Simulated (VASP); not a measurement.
# H on Ni(100): which site?, part 2 of 2

Which site of Ni(100) does H prefer, and what does it do to the work function?

VASP 6.6.1, plane waves and PAW; the level of theory is named at each step.

Still holding for the runs below: The magnetic state follows from one typed start and may not be the lowest.

So far. Step 6 (Relaxing the atoms): Energy at zero smearing: -6.73530 eV. Step 7 (Relaxing the adsorbate, site ontop): The run ended after 12 ionic steps, 0.036 eV below its first step, once the forces on the free atoms met EDIFFG = -0.03.

## 8. Potential and states with the adsorbate, site ontop

A static run like the clean slab's shows how the vacuum level shifts, by charge transfer, by any dipole of the adsorbate and by the slab's own rearrangement.

INCAR reads:

```
SYSTEM = Ni16H
PREC = Normal
ENCUT = 320
EDIFF = 1E-06
NELM = 120
ISMEAR = 1
SIGMA = 0.15
LREAL = Auto
ALGO = Fast
GGA = PE
NBANDS = 118
ISPIN = 2
MAGMOM = 1 1 1 1 1 1 1 1 1 1 1 1 1 1 1 1 0
LASPH = .TRUE.
LMAXMIX = 4
LORBIT = 11
LWAVE = .FALSE.
LCHARG = .FALSE.
KPAR = 2
NCORE = 2
IDIPOL = 3
LDIPOL = .TRUE.
DIPOL = 0.5 0.5 0.512
LVHAR = .TRUE.
LVACPOTAV = .TRUE.
NEDOS = 1500
```

POSCAR reads:

```
Ni16H
1.0
    4.9723391484      0.0000000000      0.0000000000
    0.0000000000      4.9723391484      0.0000000000
    0.0000000000      0.0000000000     20.2739620953
Ni H
16 1
Selective dynamics
Direct
    0.2500000000      0.2500000000      0.3699326200  F F F
    0.7500000000      0.2500000000      0.3699326200  F F F
    0.2500000000      0.7500000000      0.3699326200  F F F
    0.7500000000      0.7500000000      0.3699326200  F F F
    0.0000000000      0.0000000000      0.4566442100  F F F
    0.5000000000      0.0000000000      0.4566442100  F F F
    0.0000000000      0.5000000000      0.4566442100  F F F
    0.5000000000      0.5000000000      0.4566442100  F F F
    0.2502887340      0.2502887340      0.5445458017  T T T
    0.7497112660      0.2502887340      0.5445458017  T T T
    0.2502887340      0.7497112660      0.5445458017  T T T
    0.7497112660      0.7497112660      0.5445458017  T T T
    0.0000000000      0.0000000000      0.6297682553  T T T
    0.5000000000      0.0000000000      0.6294505369  T T T
    0.0000000000      0.5000000000      0.6294505369  T T T
    0.5000000000      0.5000000000      0.6279233778  T T T
    0.0000000000      0.0000000000      0.7025933599  T T T
```

KPOINTS reads:

```
Automatic mesh
0
Gamma
5 5 1
0 0 0
```

The projector-augmented-wave data sets are Ni and H (PBE family, release 64).

The run is started by

```
mpirun -np 4 vasp_std
```

Wall time 3 min (4 MPI ranks of Intel Xeon Platinum 8259CL at 2.50GHz (Skylake/Cascade Lake), shared host); peak memory 1 GiB; 12 min of CPU time.

Numbers from this step:

```yaml
electronic_cycles: 47
fermi_energy: 0.0493 eV
dipole_moment: 0, 0, 0.04022 e·Å
vacuum_levels: 5.261, 4.965 eV
work_functions_of_the_upper_and_lower_face: 5.212, 4.916 eV
```

The planar average of the electrostatic potential oscillates, so the rows of the table below give means over windows of 1 Å about each position, cut where the curve ends. Its maxima inside the range that stand out by 2 % of the span (Å: eV): 8.3: -2.04, 10.1: -1.91, 11.9: -2.57. Its minima: 7.5: -17.3, 9.2: -17.5, 11.0: -17.6, 12.7: -17.3.

Zero at the Fermi level. The planar average of the electrostatic potential by height; means over each step:

```csv
height (Å),planar average of the electrostatic potential (eV)
0,5.05
1,4.92
2,4.92
3,4.92
4,4.91
5,4.83
6,3.81
7,-7.37
8,-8.39
9,-11.9
10,-5.52
11,-13.5
12,-5.92
13,-11.6
14,2.62
15,4.87
16,5.19
17,5.21
18,5.21
19,5.21
20,5.21
```

Density of states in the PAW spheres, an atom over height of the layer and energy from the Fermi level.

Ten even steps from '0' (0.00 states/eV) to '9' (3.83 states/eV), each cell a mean:
```
222220
533540
644660
987990
966980
766770
655660
566540
344330
355340
244220
134210
012110
011000
000000
000000
000000
000000
000000
000000
000000
000000
```
Columns: height of the layer (Å) from 7.5 to 14.2 (not evenly spaced); rows upwards: energy from the Fermi level (eV) from -7.9 to 0.5.

Force by atom:

```csv
atom,x (eV/Å),y (eV/Å),z (eV/Å),size
Ni1,0.006,0.006,0.292,0.293
Ni2,-0.006,0.006,0.292,0.293
Ni3,0.006,-0.006,0.292,0.293
Ni4,-0.006,-0.006,0.292,0.293
Ni5,0.000,0.000,-0.201,0.201
Ni6,0.000,0.000,-0.227,0.227
Ni7,0.000,0.000,-0.227,0.227
Ni8,0.000,0.000,-0.424,0.424
Ni9,-0.004,-0.004,-0.015,0.016
Ni10,0.004,-0.004,-0.015,0.016
Ni11,-0.004,0.004,-0.015,0.016
Ni12,0.004,0.004,-0.015,0.016
Ni13,0.000,0.000,-0.005,0.005
Ni14,0.000,0.000,-0.011,0.011
Ni15,0.000,0.000,-0.011,0.011
Ni16,0.000,0.000,0.015,0.015
H17,0.000,0.000,-0.016,0.016
```

The map of layer states is cut here 0.5 eV above the Fermi level, so it leaves out the states above that.

At the end the adsorbate's closest contact with the slab is H-Ni at 1.48 Å, nearly straight above the slab's atom, and its lowest atom lies 1.48 Å above the highest atom of the slab.

The vacuum level lies 5.21 eV above the Fermi level at the upper face; the two faces differ by 0.30 eV, the step that the slab's dipole of 0.040 e·Å makes.

VASP counts the dipole in electrons times Å, so a positive number points the physical dipole along −c.

The program found no field-free point at its default tolerance, and its printed vacuum level lies off the flat part of the planar average, by -0.03 eV at the upper face; the levels here are read from the flat part.

On this mesh the fine structure of the density of states is sampling noise, and high empty states may be cut by the number of bands.

## 9. Relaxing the adsorbate, site hollow

Edit INCAR of step 8 so:

```diff
@@ -3,3 +3,3 @@
 ENCUT = 320
-EDIFF = 1E-06
+EDIFF = 1E-05
 NELM = 120
@@ -20,7 +20,10 @@
 NCORE = 2
+IBRION = 2
+NSW = 50
+ISIF = 2
+EDIFFG = -0.03
+POTIM = 0.4
+MAXMIX = 40
 IDIPOL = 3
 LDIPOL = .TRUE.
-DIPOL = 0.5 0.5 0.512
-LVHAR = .TRUE.
-LVACPOTAV = .TRUE.
-NEDOS = 1500
+DIPOL = 0.5 0.5 0.51
```

POSCAR reads:

```
Ni16H
1.0
    4.9723391484      0.0000000000      0.0000000000
    0.0000000000      4.9723391484      0.0000000000
    0.0000000000      0.0000000000     20.2739620953
Ni H
16 1
Selective dynamics
Direct
    0.2500000000      0.2500000000      0.3699326200  F F F
    0.7500000000      0.2500000000      0.3699326200  F F F
    0.2500000000      0.7500000000      0.3699326200  F F F
    0.7500000000      0.7500000000      0.3699326200  F F F
    0.0000000000      0.0000000000      0.4566442100  F F F
    0.5000000000      0.0000000000      0.4566442100  F F F
    0.0000000000      0.5000000000      0.4566442100  F F F
    0.5000000000      0.5000000000      0.4566442100  F F F
    0.2500000000      0.2500000000      0.5448814600  T T T
    0.7500000000      0.2500000000      0.5448814600  T T T
    0.2500000000      0.7500000000      0.5448814600  T T T
    0.7500000000      0.7500000000      0.5448814600  T T T
    0.0000000000      0.0000000000      0.6289298100  T T T
    0.5000000000      0.0000000000      0.6289298100  T T T
    0.0000000000      0.5000000000      0.6289298100  T T T
    0.5000000000      0.5000000000      0.6289298100  T T T
    0.2500000000      0.2500000000      0.6683892900  T T T
```

KPOINTS is that of step 8.

The run is started by

```
mpirun -np 4 vasp_std
```

Run time: 7.7 min. Hardware: 4 MPI ranks; peak memory 1.1 GiB; 31 min of CPU time.

Relaxation path:

```csv
step,energy less that of the first step (eV),largest force (eV/Å)
1,0.0000,0.5174
2,-0.0267,0.4287
3,-0.0471,0.2809
4,-0.0478,0.2517
5,-0.0565,0.2022
6,-0.0626,0.1567
7,-0.0659,0.1214
8,-0.0691,0.0858
9,-0.0712,0.0276
```

The atoms that moved most (Å):

| atom | dx | dy | dz | length |
| --- | --- | --- | --- | --- |
| H17 | 0.000 | 0.000 | -0.191 | 0.191 |
| Ni9 | 0.000 | 0.000 | -0.032 | 0.032 |
| Ni12 | 0.000 | 0.000 | 0.025 | 0.025 |
| Ni13 | 0.008 | 0.008 | 0.020 | 0.023 |
| Ni15 | 0.008 | -0.008 | 0.020 | 0.023 |
| Ni14 | -0.008 | 0.008 | 0.020 | 0.023 |
| Ni16 | -0.008 | -0.008 | 0.020 | 0.023 |

The relaxed structure:

```xyz
17
Lattice="4.9723 0.0000 0.0000 0.0000 4.9723 0.0000 0.0000 0.0000 20.2740" Properties=species:S:1:pos:R:3
Ni    1.2431    1.2431    7.5000
Ni    3.7293    1.2431    7.5000
Ni    1.2431    3.7293    7.5000
Ni    3.7293    3.7293    7.5000
Ni    0.0000    0.0000    9.2580
Ni    2.4862    0.0000    9.2580
Ni    0.0000    2.4862    9.2580
Ni    2.4862    2.4862    9.2580
Ni    1.2431    1.2431   11.0145
Ni    3.7293    1.2431   11.0426
Ni    1.2431    3.7293   11.0426
Ni    3.7293    3.7293   11.0715
Ni    0.0077    0.0077   12.7708
Ni    2.4785    0.0077   12.7708
Ni    0.0077    2.4785   12.7708
Ni    2.4785    2.4785   12.7708
H     1.2431    1.2431   13.3597
```

The run ended after 9 ionic steps, 0.071 eV below its first step, once the forces on the free atoms met EDIFFG = -0.03.

## 10. Potential and states with the adsorbate, site hollow

Edit INCAR of step 9 so:

```diff
@@ -3,3 +3,3 @@
 ENCUT = 320
-EDIFF = 1E-05
+EDIFF = 1E-06
 NELM = 120
@@ -20,8 +20,2 @@
 NCORE = 2
-IBRION = 2
-NSW = 50
-ISIF = 2
-EDIFFG = -0.03
-POTIM = 0.4
-MAXMIX = 40
 IDIPOL = 3
@@ -29 +23,4 @@
 DIPOL = 0.5 0.5 0.51
+LVHAR = .TRUE.
+LVACPOTAV = .TRUE.
+NEDOS = 1500
```

POSCAR reads:

```
Ni16H
1.0
    4.9723391484      0.0000000000      0.0000000000
    0.0000000000      4.9723391484      0.0000000000
    0.0000000000      0.0000000000     20.2739620953
Ni H
16 1
Selective dynamics
Direct
    0.2500000000      0.2500000000      0.3699326200  F F F
    0.7500000000      0.2500000000      0.3699326200  F F F
    0.2500000000      0.7500000000      0.3699326200  F F F
    0.7500000000      0.7500000000      0.3699326200  F F F
    0.0000000000      0.0000000000      0.4566442100  F F F
    0.5000000000      0.0000000000      0.4566442100  F F F
    0.0000000000      0.5000000000      0.4566442100  F F F
    0.5000000000      0.5000000000      0.4566442100  F F F
    0.2500000000      0.2500000000      0.5432808311  T T T
    0.7500000000      0.2500000000      0.5446681339  T T T
    0.2500000000      0.7500000000      0.5446681339  T T T
    0.7500000000      0.7500000000      0.5460923913  T T T
    0.0015396022      0.0015396022      0.6299106803  T T T
    0.4984603978      0.0015396022      0.6299106803  T T T
    0.0015396022      0.4984603978      0.6299106803  T T T
    0.4984603978      0.4984603978      0.6299106803  T T T
    0.2500000000      0.2500000000      0.6589589804  T T T
```

KPOINTS is that of step 9.

The run is started by

```
mpirun -np 4 vasp_std
```

Wall time 3.2 min (4 MPI ranks); peak memory 1.1 GiB; 13 min of CPU time.

The planar average of the electrostatic potential oscillates, so the rows of the table below give means over windows of 1 Å about each position, cut where the curve ends. Its maxima inside the range that stand out by 2 % of the span (Å: eV): 8.3: -2.05, 10.1: -1.89, 11.9: -2.41. Its minima: 7.5: -17.3, 9.2: -17.5, 11.0: -17.5, 12.7: -17.5.

Zero at the Fermi level. The planar average of the electrostatic potential by height; means over each step:

```csv
height (Å),planar average of the electrostatic potential (eV)
0,4.92
1,4.91
2,4.91
3,4.91
4,4.91
5,4.83
6,3.80
7,-7.37
8,-8.39
9,-11.9
10,-5.51
11,-13.5
12,-5.72
13,-12.2
14,2.50
15,4.78
16,4.94
17,4.96
18,4.96
19,4.96
20,4.96
```

The map of layer states is cut here 0.5 eV above the Fermi level, so it leaves out the states above that.

At the end the adsorbate's closest contact with the slab is H-Ni at 1.84 Å, 1.75 Å to the side of the slab's atom, and its lowest atom lies 0.59 Å above the highest atom of the slab.

The vacuum level lies 4.95 eV above the Fermi level at the upper face; the two faces differ by 0.05 eV, the step that the slab's dipole of 0.006 e·Å makes.

The program found no field-free point at its default tolerance, but its printed level agrees with the flat part of the planar average.

On this mesh the fine structure of the density of states is sampling noise, and high empty states may be cut by the number of bands.

## 11. Relaxing the adsorbate, site bridge

Edit INCAR of step 10 so:

```diff
@@ -3,3 +3,3 @@
 ENCUT = 320
-EDIFF = 1E-06
+EDIFF = 1E-05
 NELM = 120
@@ -20,7 +20,10 @@
 NCORE = 2
+IBRION = 2
+NSW = 50
+ISIF = 2
+EDIFFG = -0.03
+POTIM = 0.4
+MAXMIX = 40
 IDIPOL = 3
 LDIPOL = .TRUE.
-DIPOL = 0.5 0.5 0.51
-LVHAR = .TRUE.
-LVACPOTAV = .TRUE.
-NEDOS = 1500
+DIPOL = 0.5 0.5 0.511
```

POSCAR reads:

```
Ni16H
1.0
    4.9723391484      0.0000000000      0.0000000000
    0.0000000000      4.9723391484      0.0000000000
    0.0000000000      0.0000000000     20.2739620953
Ni H
16 1
Selective dynamics
Direct
    0.2500000000      0.2500000000      0.3699326200  F F F
    0.7500000000      0.2500000000      0.3699326200  F F F
    0.2500000000      0.7500000000      0.3699326200  F F F
    0.7500000000      0.7500000000      0.3699326200  F F F
    0.0000000000      0.0000000000      0.4566442100  F F F
    0.5000000000      0.0000000000      0.4566442100  F F F
    0.0000000000      0.5000000000      0.4566442100  F F F
    0.5000000000      0.5000000000      0.4566442100  F F F
    0.2500000000      0.2500000000      0.5448814600  T T T
    0.7500000000      0.2500000000      0.5448814600  T T T
    0.2500000000      0.7500000000      0.5448814600  T T T
    0.7500000000      0.7500000000      0.5448814600  T T T
    0.0000000000      0.0000000000      0.6289298100  T T T
    0.5000000000      0.0000000000      0.6289298100  T T T
    0.0000000000      0.5000000000      0.6289298100  T T T
    0.5000000000      0.5000000000      0.6289298100  T T T
    0.2500000000      0.0000000000      0.6807203800  T T T
```

KPOINTS is that of step 10.

The run is started by

```
mpirun -np 4 vasp_std
```

Run time: 6.5 min. Hardware: 4 MPI ranks; peak memory 1.2 GiB; 26 min of CPU time.

The run keeps the 4 symmetry operations of its start, so it cannot find a distortion of lower symmetry.

Relaxation path:

```csv
step,energy less that of the first step (eV),largest force (eV/Å)
1,0.0000,0.2267
2,-0.0052,0.0942
3,-0.0064,0.1090
4,-0.0074,0.0765
5,-0.0082,0.0528
6,-0.0088,0.0227
```

The atoms that moved most (Å):

```csv
atom,dx,dy,dz,length
Ni11,0.000,-0.002,-0.019,0.019
Ni9,0.000,0.002,-0.019,0.019
Ni14,-0.007,0.000,0.017,0.018
Ni13,0.007,0.000,0.017,0.018
H17,0.000,0.000,0.016,0.016
Ni16,0.006,0.000,-0.013,0.015
Ni15,-0.006,0.000,-0.013,0.015
Ni10,0.000,-0.001,-0.005,0.006
```

The relaxed structure:

```cif
data_structure
_symmetry_space_group_name_H-M 'P 1'
_symmetry_Int_Tables_number 1
_cell_length_a 4.9723
_cell_length_b 4.9723
_cell_length_c 20.2740
_cell_angle_alpha 90.000
_cell_angle_beta 90.000
_cell_angle_gamma 90.000
_cell_volume 501.26
loop_
_atom_site_label
_atom_site_type_symbol
_atom_site_fract_x
_atom_site_fract_y
_atom_site_fract_z
_atom_site_occupancy
Ni1 Ni 0.25000 0.25000 0.36993 1
Ni2 Ni 0.75000 0.25000 0.36993 1
Ni3 Ni 0.25000 0.75000 0.36993 1
Ni4 Ni 0.75000 0.75000 0.36993 1
Ni5 Ni 0.00000 0.00000 0.45664 1
Ni6 Ni 0.50000 0.00000 0.45664 1
Ni7 Ni 0.00000 0.50000 0.45664 1
Ni8 Ni 0.50000 0.50000 0.45664 1
Ni9 Ni 0.25000 0.25030 0.54396 1
Ni10 Ni 0.75000 0.24976 0.54461 1
Ni11 Ni 0.25000 0.74970 0.54396 1
Ni12 Ni 0.75000 0.75024 0.54461 1
Ni13 Ni 0.00139 0.00000 0.62977 1
Ni14 Ni 0.49861 0.00000 0.62977 1
Ni15 Ni 0.99886 0.50000 0.62827 1
Ni16 Ni 0.50114 0.50000 0.62827 1
H17 H 0.25000 0.00000 0.68149 1
```

Spin moment in the PAW sphere by atom:

```
atom  spin moment in the PAW sphere (μB)
 Ni1                               0.768
 Ni2                               0.756
 Ni3                               0.768
 Ni4                               0.756
 Ni5                               0.706
 Ni6                               0.706
 Ni7                               0.715
 Ni8                               0.715
 Ni9                               0.727
Ni10                               0.682
Ni11                               0.727
Ni12                               0.682
Ni13                               0.524
Ni14                               0.524
Ni15                               0.764
Ni16                               0.764
 H17                              -0.007
```

The run ended after 6 ionic steps, 0.009 eV below its first step, once the forces on the free atoms met EDIFFG = -0.03.

## 12. Potential and states with the adsorbate, site bridge

Edit INCAR of step 11 so:

```diff
@@ -3,3 +3,3 @@
 ENCUT = 320
-EDIFF = 1E-05
+EDIFF = 1E-06
 NELM = 120
@@ -20,8 +20,2 @@
 NCORE = 2
-IBRION = 2
-NSW = 50
-ISIF = 2
-EDIFFG = -0.03
-POTIM = 0.4
-MAXMIX = 40
 IDIPOL = 3
@@ -29 +23,4 @@
 DIPOL = 0.5 0.5 0.511
+LVHAR = .TRUE.
+LVACPOTAV = .TRUE.
+NEDOS = 1500
```

POSCAR reads:

```
Ni16H
1.0
    4.9723391484      0.0000000000      0.0000000000
    0.0000000000      4.9723391484      0.0000000000
    0.0000000000      0.0000000000     20.2739620953
Ni H
16 1
Selective dynamics
Direct
    0.2500000000      0.2500000000      0.3699326200  F F F
    0.7500000000      0.2500000000      0.3699326200  F F F
    0.2500000000      0.7500000000      0.3699326200  F F F
    0.7500000000      0.7500000000      0.3699326200  F F F
    0.0000000000      0.0000000000      0.4566442100  F F F
    0.5000000000      0.0000000000      0.4566442100  F F F
    0.0000000000      0.5000000000      0.4566442100  F F F
    0.5000000000      0.5000000000      0.4566442100  F F F
    0.2500000000      0.2503043574      0.5439555578  T T T
    0.7500000000      0.2497568454      0.5446147913  T T T
    0.2500000000      0.7496956426      0.5439555578  T T T
    0.7500000000      0.7502431546      0.5446147913  T T T
    0.0013931254      0.0000000000      0.6297695264  T T T
    0.4986068746      0.0000000000      0.6297695264  T T T
    0.9988607144      0.5000000000      0.6282708694  T T T
    0.5011392856      0.5000000000      0.6282708694  T T T
    0.2500000000      0.0000000000      0.6814914732  T T T
```

KPOINTS is that of step 11.

The run is started by

```
mpirun -np 4 vasp_std
```

It took 4.4 min on 4 MPI ranks; peak memory 1.2 GiB; 17 min of CPU time.

The map of layer states is cut here 0.5 eV above the Fermi level, so it leaves out the states above that.

At the end the adsorbate's closest contact with the slab is H-Ni at 1.62 Å, 1.24 Å to the side of the slab's atom, and its lowest atom lies 1.05 Å above the highest atom of the slab.

The vacuum level lies 5.08 eV above the Fermi level at the upper face; the two faces differ by 0.16 eV, the step that the slab's dipole of 0.022 e·Å makes.

VASP counts the dipole in electrons times Å, so a positive number points the physical dipole along −c.

The program found no field-free point at its default tolerance, but its printed level agrees with the flat part of the planar average.

On this mesh the fine structure of the density of states is sampling noise, and high empty states may be cut by the number of bands.

## 13. The sites side by side

This step: adsorption sites, PBE; plane waves and PAW (VASP 6.6.1).

Derived from the runs above.

The site's symmetry is kept, so a site may be a saddle point. All sites:

| site | adsorption energy (eV) | height over the top layer (Å) | shortest distance to the metal (Å) | bond in the molecule (Å) | change of the work function (eV) | sideways move (Å) |
| --- | --- | --- | --- | --- | --- | --- |
| ontop | 0.01997 | 1.489 | 1.476 | - | 0.3139 | 0 |
| hollow | -0.5388 | 0.5889 | 1.844 | - | 0.05385 | 0 |
| bridge | -0.4383 | 1.064 | 1.621 | - | 0.1792 | 0 |

Each adsorption energy is the energy with the adsorbate less the clean slab (-80.810 eV) and the reference (-3.368 eV, half of H2).

## 14. Results

* ontop start: 0.02 eV
* hollow start: -0.54 eV
* bridge start: -0.44 eV

**Reading.** Among the starts that kept their site, H is lowest at the hollow site of Ni(100), at -0.54 eV against half of H2; bridge lies 0.10 eV higher and ontop lies 0.56 eV higher. At that site the work function rises by 0.05 eV from 4.90 eV. Symmetry was kept, so any start that stayed on its site may sit on a saddle point. The slab is thin, and zero-point and thermal parts are left out.

[Lines on the potential files, build, host, timing and source positions are cut from VASP's logs without a mark.]

[Logs are printed without paths, hosts, clocks, repeated set-up lines and the standing remarks that a program may print on its own settings, such as how far it seeks lower states.]

[Hosts, paths, dates, database ids (printed as entryN), source tags and the programs' standing remarks are cut or masked in the printed files.]

[Runs that stopped without an error message from VASP are left out.]
